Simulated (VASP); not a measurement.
An input for Quantum ESPRESSO's pw.x (written as the equivalent of a VASP run, and not itself run):

```
&CONTROL
  calculation = 'scf'
  pseudo_dir = './pseudo'
  outdir = './out'
  tprnfor = .true.
  tstress = .true.
/
&SYSTEM
  ibrav = 0
  nat = 2
  ntyp = 2
  ecutwfc = 84
  occupations = 'smearing'
  smearing = 'gaussian'
  degauss = 0.003675
  input_dft = 'pbe'
/
&ELECTRONS
  conv_thr = 7.3e-08
  electron_maxstep = 100
/
ATOMIC_SPECIES
  K 39.098 K.upf
  F 18.998 F.upf
CELL_PARAMETERS angstrom
     0.0000000    2.6986480    2.6947740
     2.7028090    0.0000000    2.6947740
     2.7028090    2.6986480    0.0000000
ATOMIC_POSITIONS crystal
  K    0.0000000  0.0000000  0.0000000
  F    0.4961330  0.5038670  0.5038670
K_POINTS automatic
  8 8 8 0 0 0
```

Question: Write the VASP files for the same calculation (PBE).

Answer: Several could match; the one computed here: 
File POSCAR:
```
KF
1
    0.0000000000     2.6986480000     2.6947740000
    2.7028090000     0.0000000000     2.6947740000
    2.7028090000     2.6986480000     0.0000000000
K F
1 1
Direct
  0.0000000000   0.0000000000   0.0000000000
  0.4961330000   0.5038670000   0.5038670000
```

### KPOINTS
```
Automatic mesh
0
Gamma
8 8 8
0 0 0
```

**INCAR**
```
SYSTEM = KF
PREC = Accurate
ENCUT = 520
EDIFF = 1E-6
NELM = 100
ALGO = Normal
LREAL = .FALSE.
LASPH = .TRUE.
ISMEAR = 0
SIGMA = 0.05
GGA = PE
LWAVE = .FALSE.
LCHARG = .FALSE.
ISIF = 2
```

POTCAR, in this order: K_sv F (PBE.64 set). Program: vasp_std.

The two are equivalent in intent, not identical: the potentials are each code's own (VASP's PAW set, PseudoDojo norm-conserving files in pw.x), so ENCUT and ecutwfc are chosen apart and not converted; conv_thr bounds pw.x's estimated SCF error, while EDIFF bounds the energy change between steps.

The compound is KF in the rock salt structure. The cell was not relaxed at this level, atoms are displaced from their ideal sites.
